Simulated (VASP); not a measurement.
# MnI2 (P-3m1) in VASP: a series of runs

One crystal, MnI2, is run at these levels: LDA+U; tasks: single point.

Program: VASP 6.6.1. These are calculated values, not measurements. Logs are shortened: lines on timing, memory, paths and dates and some standing lists are left out, and cuts for length are marked.

**1. Starting point**

It takes space group P-3m1 (No. 164, trigonal). The conventional cell has a = 4.160 Å, b = 4.160 Å, c = 6.820 Å, α = 90.00°, β = 90.00°, γ = 120.00°. Around Mn (site symmetry -3m) lie 6 I at 2.95 Å. I (site symmetry 3m) is surrounded by 3 Mn at 2.95 Å.

**2. Single point, LDA+U, collinear spin, typed start**

File INCAR:

```
PREC = Accurate ; ENCUT = 520
EDIFF = 1E-6 ; ISMEAR = 0
SIGMA = 0.05 ; LREAL = False
LASPH = True ; NELM = 150
ALGO = Fast ; ISIF = 2
LWAVE = False ; LCHARG = False
ISPIN = 2 ; MAGMOM = 5 0 0
LORBIT = 11 ; LMAXMIX = 4
LDAU = True ; LDAUTYPE = 2
LDAUL = 2 -1 ; LDAUU = 4 0
LDAUJ = 0 0 ; LDAUPRINT = 1
NBANDS = 24
```

File KPOINTS:

```
regular mesh
0
Gamma
  5 5 3
```

File POSCAR:

```
MnI2
1.0
    4.1600013200      0.0000000000      0.0000000000
   -2.0800006600      3.6026668200      0.0000000000
    0.0000000000      0.0000000000      6.8199991000
Mn I
1 2
Direct
    0.0000000000      0.0000000000      0.0000000000
    0.3333333333      0.6666666667      0.2500000000
    0.6666666667      0.3333333333      0.7500000000
```

Potentials or basis: VASP PAW LDA potentials, release 64 (Mn_pv, I).

The run is started by

```
cat potpaw_LDA.64/Mn_pv/POTCAR potpaw_LDA.64/I/POTCAR > POTCAR
mpirun -np 1 vasp_std > vasp.out
```

OUTCAR:

```text
PREC = Accurate
   ENCUT = 520
   EDIFF = 1E-6
   ISMEAR = 0
   LREAL = False
   LASPH = True
   NELM = 150
   ISIF = 2
   ISPIN = 2
   LORBIT = 11

 ion  position               nearest neighbor table
   1  0.000  0.000  0.000-   2 2.95   3 2.95   3 2.95   2 2.95   3 2.95   2 2.95
   2  0.333  0.667  0.250-   1 2.95   1 2.95   1 2.95
   3  0.667  0.333  0.750-   1 2.95   1 2.95   1 2.95

  LATTYP: Found a hexagonal cell.
 ALAT       =     4.1600013200
 C/A-ratio  =     1.6394223404

  Lattice vectors:

 A1 = (   4.1600013200,   0.0000000000,   0.0000000000)
 A2 = (  -2.0800006600,   3.6026668200,   0.0000000000)
 A3 = (   0.0000000000,   0.0000000000,   6.8199991000)

Analysis of symmetry for initial positions (statically):
=====================================================================
 Subroutine PRICEL returns:
 Original cell was already a primitive cell.

 Routine SETGRP: Setting up the symmetry group for a
 hexagonal supercell.

 Subroutine GETGRP returns: Found 12 space group operations
 (whereof 12 operations were pure point group operations)
 out of a pool of 24 trial point group operations.

The static configuration has the point symmetry D_3d.

Analysis of symmetry for dynamics (positions and initial velocities):
=====================================================================
 Subroutine PRICEL returns:
 Original cell was already a primitive cell.

 Routine SETGRP: Setting up the symmetry group for a
 hexagonal supercell.

 Subroutine GETGRP returns: Found 12 space group operations
 (whereof 12 operations were pure point group operations)
 out of a pool of 24 trial point group operations.

The dynamic configuration has the point symmetry D_3d.

Analysis of structural, dynamic, and magnetic symmetry:
=====================================================================
 Subroutine PRICEL returns:
 Original cell was already a primitive cell.

 Routine SETGRP: Setting up the symmetry group for a
 hexagonal supercell.

 Subroutine GETGRP returns: Found 12 space group operations
 (whereof 12 operations were pure point group operations)
 out of a pool of 24 trial point group operations.
[... 161 lines left out ...]
  o =  0.9317  v =  0.0000 -0.5572 -0.0000 -0.0000 -0.8304  0.0000  0.0000  0.0000  0.0000  0.0000      0.0000  0.0000  0.0000  0.0000  0.0000  0.0000  0.0000  0.0000  0.0000  0.0000
  o =  0.9317  v = -0.8304  0.0000  0.0000 -0.5572  0.0000  0.0000  0.0000  0.0000  0.0000  0.0000      0.0000  0.0000  0.0000  0.0000  0.0000  0.0000  0.0000  0.0000  0.0000  0.0000
  o =  0.9323  v =  0.0000 -0.0000  1.0000  0.0000 -0.0000  0.0000  0.0000  0.0000  0.0000  0.0000      0.0000  0.0000  0.0000  0.0000  0.0000  0.0000  0.0000  0.0000  0.0000  0.0000
  o =  0.9517  v =  0.0000  0.8304  0.0000  0.0000 -0.5572  0.0000  0.0000  0.0000  0.0000  0.0000      0.0000  0.0000  0.0000  0.0000  0.0000  0.0000  0.0000  0.0000  0.0000  0.0000
  o =  0.9517  v = -0.5572  0.0000 -0.0000  0.8304 -0.0000  0.0000  0.0000  0.0000  0.0000  0.0000      0.0000  0.0000  0.0000  0.0000  0.0000  0.0000  0.0000  0.0000  0.0000  0.0000

 number of electron      27.0000005 magnetization       5.0000002

 Free energy of the ion-electron system (eV)
  ---------------------------------------------------
  ext. energy  EPLUGINS =         0.00000000
  ---------------------------------------------------
  free energy    TOTEN  =       -13.27743992 eV

  energy without entropy =      -13.27743992  energy(sigma->0) =      -13.27743992

 E-fermi :   3.2703     XC(G=0):  -8.9423

 val. band max:        3.0203129209   @ k =   0.0000   0.0000   0.3333
 cond. band min:       5.3355660809   @ k =   0.4000   0.0000   0.0000
 fundamental gap:      2.3152531600
 Fermi energy:         3.2703091260

 spin component 1

 k-point     1 :       0.0000    0.0000    0.0000
  band No.  band energies     occupation
      1     -46.6731      1.00000
      2     -46.6731      1.00000
      3     -46.6652      1.00000
      4      -9.5044      1.00000
      5      -8.7727      1.00000
      6      -1.6892      1.00000
[... 313 lines left out ...]
     23      12.4699      0.00000
     24      12.8120      0.00000
 Fermi energy:         3.2703091260

 spin component 2

 k-point     1 :       0.0000    0.0000    0.0000
  band No.  band energies     occupation
      1     -42.1940      1.00000
      2     -42.1940      1.00000
      3     -42.1850      1.00000
      4      -9.3993      1.00000
      5      -8.7009      1.00000
      6      -0.8785      1.00000
[... 313 lines left out ...]
     23      12.8499      0.00000
     24      13.1592      0.00000

------------------------ aborting loop because EDIFF is reached ----------------------------------------

  FORCE on cell =-STRESS in cart. coord.  units (eV):
  Direction    XX          YY          ZZ          XY          YZ          ZX
  --------------------------------------------------------------------------------------
  -------------------------------------------------------------------------------------
  Total       -1.6737199     -1.6737199     -1.7834082      0.0000000     -0.0000000     -0.0000000
  in kB      -26.2356291    -26.2356290    -27.9549971      0.0000000     -0.0000000     -0.0000000
  external PRESSURE =     -26.8087517 kB  Pullay stress =       0.0000000 kB

 VOLUME and BASIS-vectors are now :
 -----------------------------------------------------------------------------
  energy-cutoff  :      520.00
  volume of cell :      102.21
      direct lattice vectors                 reciprocal lattice vectors
     4.160001320  0.000000000  0.000000000     0.240384539  0.138786078  0.000000000
    -2.080000660  3.602666820  0.000000000     0.000000000  0.277572157  0.000000000
     0.000000000  0.000000000  6.819999100     0.000000000  0.000000000  0.146627585

 POSITION                                       TOTAL-FORCE (eV/Angst)
 -----------------------------------------------------------------------------------
      0.00000      0.00000      0.00000         0.000000      0.000000      0.000000
     -0.00000      2.40178      1.70500         0.000000      0.000000     -0.453567
      2.08000      1.20089      5.11500        -0.000000     -0.000000      0.453567
 -----------------------------------------------------------------------------------
    total drift:                               -0.000000     -0.000000      0.000000

  FREE ENERGIE OF THE ION-ELECTRON SYSTEM (eV)
  ---------------------------------------------------
  free  energy   TOTEN  =       -13.2774399244 eV

  energy  without entropy=      -13.2774399244  energy(sigma->0) =      -13.27743992

 total charge

# of ion       s       p       d       tot
------------------------------------------
    1        0.219   6.140   4.878  11.237
    2        1.514   2.781   0.016   4.310
    3        1.514   2.781   0.016   4.310
--------------------------------------------------
tot          3.247  11.702   4.909  19.858

 magnetization (x)

# of ion       s       p       d       tot
------------------------------------------
    1        0.034   0.023   4.495   4.552
    2        0.005   0.044   0.003   0.052
    3        0.005   0.044   0.003   0.052
--------------------------------------------------
tot          0.044   0.111   4.501   4.656
```

Run time: 28 s. Hardware: 1 thread of Intel Xeon 6975P-C (Granite Rapids), shared host; peak memory 0.22 GiB.

Results:

* Free energy: -13.2774 eV
* Pressure: -2.7 GPa
* Largest force: 0.454 eV/Å
* Band gap on the k mesh: 2.32 eV, indirect (least direct gap 2.43 eV)
* Net moment: 5.00 μB per cell
* Site moments: Mn +4.55; I +0.05 μB
* Valence electrons inside the program's atomic spheres: Mn 11.24; I 4.31

Forces on the atoms (eV/Å):
```
Mn   0.000  0.000  0.000
I    0.000  0.000 -0.454
I    0.000  0.000  0.454
```

Levels at points of the mesh, in eV from the valence-band top:
Spin up:
```csv
k point,band 13,band 14,band 15,band 16,band 17,band 18,band 19,band 20
"(0.00, 0.00, 0.00)",-0.45,-0.37,-0.12,-0.12,2.85,4.24,6.35,6.35
```
Spin down:
| k point | band 8 | band 9 | band 10 | band 11 | band 12 | band 13 | band 14 | band 15 |
| --- | --- | --- | --- | --- | --- | --- | --- | --- |
| (0.00, 0.00, 0.00) | -1.14 | -0.34 | -0.34 | -0.28 | 2.79 | 2.83 | 2.83 | 3.51 |

Eigenvalues of the final occupation matrices:
```
    site  spin  trace               eigenvalues
site 1 d     1   4.70  0.93 0.93 0.93 0.95 0.95
site 1 d     2   0.19  0.01 0.01 0.01 0.08 0.08
```

Caveat: spin-orbit coupling is left out, which moves the levels of the heavy elements; an odd mesh through Γ misses points on the zone boundary, where band edges often lie; the cell's inner coordinates are idealised or old, which leaves forces on the atoms. The state reached can hang on the start; a lower one may exist.

**3. Single point, LDA+U, collinear spin, twin_end start**

File INCAR:

```
PREC     = Accurate       # precision mode
ENCUT    = 520            # plane-wave cutoff, eV
EDIFF    = 1E-6           # SCF threshold, eV
ISMEAR   = 0              # smearing method
SIGMA    = 0.05           # smearing width, eV
LREAL    = F              # projectors in reciprocal space
LASPH    = T              # aspherical terms in the spheres
NELM     = 150            # most SCF steps
ALGO     = Normal         # electronic algorithm
ISIF     = 2              # what is computed and relaxed
LWAVE    = F              # write WAVECAR
LCHARG   = F              # write CHGCAR
ISPIN    = 2              # spin polarisation
MAGMOM   = 5.08 0.05 0.05 # initial moments
LORBIT   = 11             # projections on sites
LMAXMIX  = 4              # l up to which the mixer works
LDAU     = T              # DFT+U
LDAUTYPE = 2            
LDAUL    = 2 -1           # shell
LDAUU    = 4 0            # U, eV
LDAUJ    = 0 0          
LDAUPRINT= 1            
GGA      = CA             # functional
NBANDS   = 24             # bands
```

KPOINTS is that of step 2.

POSCAR is that of step 2.

Potentials or basis: VASP PAW LDA potentials, release 64 (Mn_pv, I).

The run is started by

```
cat potpaw_LDA.64/Mn_pv/POTCAR potpaw_LDA.64/I/POTCAR > POTCAR
mpirun -np 1 vasp_std > vasp.out
```

OUTCAR:

```text
PREC = Accurate
   ENCUT = 520
   EDIFF = 1E-6
   ISMEAR = 0
   LREAL = F
   LASPH = T
   NELM = 150
   ISIF = 2
   ISPIN = 2
   LORBIT = 11
   GGA = CA

 ion  position               nearest neighbor table
   1  0.000  0.000  0.000-   2 2.95   3 2.95   3 2.95   2 2.95   3 2.95   2 2.95
   2  0.333  0.667  0.250-   1 2.95   1 2.95   1 2.95
   3  0.667  0.333  0.750-   1 2.95   1 2.95   1 2.95

  LATTYP: Found a hexagonal cell.
 ALAT       =     4.1600013200
 C/A-ratio  =     1.6394223404

  Lattice vectors:

 A1 = (   4.1600013200,   0.0000000000,   0.0000000000)
 A2 = (  -2.0800006600,   3.6026668200,   0.0000000000)
 A3 = (   0.0000000000,   0.0000000000,   6.8199991000)

Analysis of symmetry for initial positions (statically):
=====================================================================
 Subroutine PRICEL returns:
 Original cell was already a primitive cell.

 Routine SETGRP: Setting up the symmetry group for a
 hexagonal supercell.

 Subroutine GETGRP returns: Found 12 space group operations
 (whereof 12 operations were pure point group operations)
 out of a pool of 24 trial point group operations.

The static configuration has the point symmetry D_3d.

Analysis of symmetry for dynamics (positions and initial velocities):
=====================================================================
 Subroutine PRICEL returns:
 Original cell was already a primitive cell.

 Routine SETGRP: Setting up the symmetry group for a
 hexagonal supercell.

 Subroutine GETGRP returns: Found 12 space group operations
 (whereof 12 operations were pure point group operations)
 out of a pool of 24 trial point group operations.

The dynamic configuration has the point symmetry D_3d.

Analysis of structural, dynamic, and magnetic symmetry:
=====================================================================
 Subroutine PRICEL returns:
 Original cell was already a primitive cell.

[... 178 lines left out ...]
  ---------------------------------------------------
  free energy    TOTEN  =       -13.27744009 eV

  energy without entropy =      -13.27744009  energy(sigma->0) =      -13.27744009

 E-fermi :   3.2673     XC(G=0):  -8.9423

 val. band max:        3.0201047929   @ k =   0.0000   0.0000   0.3333
 cond. band min:       5.3358726772   @ k =   0.4000   0.0000   0.0000
 fundamental gap:      2.3157678843
 Fermi energy:         3.2672996235

 spin component 1

 k-point     1 :       0.0000    0.0000    0.0000
  band No.  band energies     occupation
      1     -46.6727      1.00000
      2     -46.6727      1.00000
      3     -46.6648      1.00000
      4      -9.5047      1.00000
      5      -8.7731      1.00000
      6      -1.6890      1.00000
[... 313 lines left out ...]
     23      12.4697      0.00000
     24      12.8118      0.00000
 Fermi energy:         3.2672996235

 spin component 2

 k-point     1 :       0.0000    0.0000    0.0000
  band No.  band energies     occupation
      1     -42.1934      1.00000
      2     -42.1934      1.00000
      3     -42.1844      1.00000
      4      -9.3996      1.00000
      5      -8.7014      1.00000
      6      -0.8786      1.00000
[... 313 lines left out ...]
     23      12.8498      0.00000
     24      13.1591      0.00000

------------------------ aborting loop because EDIFF is reached ----------------------------------------

  FORCE on cell =-STRESS in cart. coord.  units (eV):
  Direction    XX          YY          ZZ          XY          YZ          ZX
  --------------------------------------------------------------------------------------
  -------------------------------------------------------------------------------------
  Total       -1.6690334     -1.6690334     -1.7806194      0.0000000      0.0000000      0.0000000
  in kB      -26.1621671    -26.1621671    -27.9112828      0.0000000      0.0000000      0.0000000
  external PRESSURE =     -26.7452057 kB  Pullay stress =       0.0000000 kB

 VOLUME and BASIS-vectors are now :
 -----------------------------------------------------------------------------
  energy-cutoff  :      520.00
  volume of cell :      102.21
      direct lattice vectors                 reciprocal lattice vectors
     4.160001320  0.000000000  0.000000000     0.240384539  0.138786078  0.000000000
    -2.080000660  3.602666820  0.000000000     0.000000000  0.277572157  0.000000000
     0.000000000  0.000000000  6.819999100     0.000000000  0.000000000  0.146627585

 POSITION                                       TOTAL-FORCE (eV/Angst)
 -----------------------------------------------------------------------------------
      0.00000      0.00000      0.00000         0.000000      0.000000      0.000000
     -0.00000      2.40178      1.70500         0.000000      0.000000     -0.453511
      2.08000      1.20089      5.11500        -0.000000     -0.000000      0.453511
 -----------------------------------------------------------------------------------
    total drift:                               -0.000000     -0.000000      0.000000

  FREE ENERGIE OF THE ION-ELECTRON SYSTEM (eV)
  ---------------------------------------------------
  free  energy   TOTEN  =       -13.2774400880 eV

  energy  without entropy=      -13.2774400880  energy(sigma->0) =      -13.27744009

 total charge

# of ion       s       p       d       tot
------------------------------------------
    1        0.219   6.140   4.878  11.237
    2        1.514   2.781   0.016   4.310
    3        1.514   2.781   0.016   4.310
--------------------------------------------------
tot          3.247  11.702   4.909  19.858

 magnetization (x)

# of ion       s       p       d       tot
------------------------------------------
    1        0.034   0.023   4.495   4.552
    2        0.005   0.044   0.003   0.052
    3        0.005   0.044   0.003   0.052
--------------------------------------------------
tot          0.044   0.111   4.501   4.656
```

OSZICAR:

```text
N       E                     dE             d eps       ncg     rms          rms(c)
DAV:   1     0.173624299646E+03    0.17362E+03   -0.13124E+04  1328   0.986E+02
DAV:   2    -0.744885620287E+00   -0.17437E+03   -0.16391E+03  1296   0.240E+02
DAV:   3    -0.126383696206E+02   -0.11893E+02   -0.11800E+02  1456   0.656E+01
DAV:   4    -0.129011394660E+02   -0.26277E+00   -0.26270E+00  1448   0.960E+00
DAV:   5    -0.129050937582E+02   -0.39543E-02   -0.39542E-02  1464   0.118E+00    0.876E+00
DAV:   6    -0.128611034686E+02    0.43990E-01   -0.35096E+00  1296   0.243E+01    0.919E+00
DAV:   7    -0.132964850132E+02   -0.43538E+00   -0.57488E-01  1288   0.492E+00    0.520E+00
DAV:   8    -0.132676155839E+02    0.28869E-01   -0.65500E-02  1392   0.190E+00    0.285E+00
DAV:   9    -0.132764571091E+02   -0.88415E-02   -0.21716E-02  1360   0.976E-01    0.418E-01
DAV:  10    -0.132774375313E+02   -0.98042E-03   -0.16932E-03  1408   0.424E-01    0.200E-01
DAV:  11    -0.132774427354E+02   -0.52041E-05   -0.11925E-04  1400   0.687E-02    0.132E-01
DAV:  12    -0.132774279069E+02    0.14829E-04   -0.47196E-05  1344   0.395E-02    0.448E-02
DAV:  13    -0.132774404560E+02   -0.12549E-04   -0.77881E-06  1424   0.271E-02    0.136E-02
DAV:  14    -0.132774400880E+02    0.36798E-06   -0.11055E-06   848   0.555E-03
   1 F= -.13277440E+02 E0= -.13277440E+02  d E =-.182513E-13  mag=     5.0000
```

Wall time 24 s (1 thread of Intel Xeon 6975P-C (Granite Rapids), shared host); peak memory 0.22 GiB.

Results:

| Property | Result |
| --- | --- |
| Free energy | -13.2774 eV |
| Pressure | -2.7 GPa |
| Largest force | 0.454 eV/Å |
| Band gap on the k mesh | 2.32 eV, indirect (least direct gap 2.43 eV) |
| Net moment | 5.00 μB per cell |
| Site moments | Mn +4.55; I +0.05 μB |
| Valence electrons inside the program's atomic spheres | Mn 11.24; I 4.31 |

Forces in eV/Å, atoms in the order of the input:
```
Mn   0.000  0.000  0.000
I    0.000  0.000 -0.454
I    0.000  0.000  0.454
```

Eigenvalues of the final occupation matrices:
```tsv
site	spin	trace	eigenvalues
site 1 d	1	4.70	0.93 0.93 0.93 0.95 0.95
site 1 d	2	0.19	0.01 0.01 0.01 0.08 0.08
```

Caveat: spin-orbit coupling is left out, which moves the levels of the heavy elements; an odd mesh through Γ misses points on the zone boundary, where band edges often lie; the cell's inner coordinates are idealised or old, which leaves forces on the atoms.
